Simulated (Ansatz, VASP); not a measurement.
**Two plane-wave programs on SiAs5**

```xyz
6
Lattice="0.0000 3.8965 3.8965 3.8965 0.0000 3.8965 3.8965 3.8965 0.0000" Properties=species:S:1:pos:R:3 pbc="T T T"
Si    5.8447    5.8447    5.8447
As    0.9634    0.9634    0.9634
As    2.9331    2.9331    0.9634
As    2.9331    0.9634    2.9331
As    0.9634    2.9331    2.9331
As    3.8965    3.8965    3.8965
```

Alike in both runs: functional PBE; k mesh 4 × 4 × 4; occupations gaussian, width 0.1 eV; no spin polarisation.

Ansatz relaxed the structure, and its values are those at the end. VASP's run is a single point on that final structure, the one shown.

|  | VASP | Ansatz |
| --- | --- | --- |
| version | VASP 6.6.1 | Ansatz 0.2.0 |
| potentials or method | VASP PAW PBE potentials, release 64 (Si, As) | scalar-relativistic, plane waves, PAW |
| plane-wave cutoff (eV) | 520 | 420 |
| valence electrons in the cell | 29 | 79 |

Ansatz gave:

| Quantity | Value |
| --- | --- |
| gap on the k mesh at the Fermi level (eV) | none |
| pressure (GPa) | 0.3 |
| rms of the force components (eV/Å) | 0.026 |

Task: Which values does VASP return?

Result: gap on the k mesh at the Fermi level (eV): none; pressure (GPa): 0.4; rms of the force components (eV/Å): 0.030.

A gap of «none» marks a metal or a gap that the smearing closes. The functional is the same, so the differences come from potentials, cutoffs and numerics. The two sets of potentials don't hold the same shells in valence.
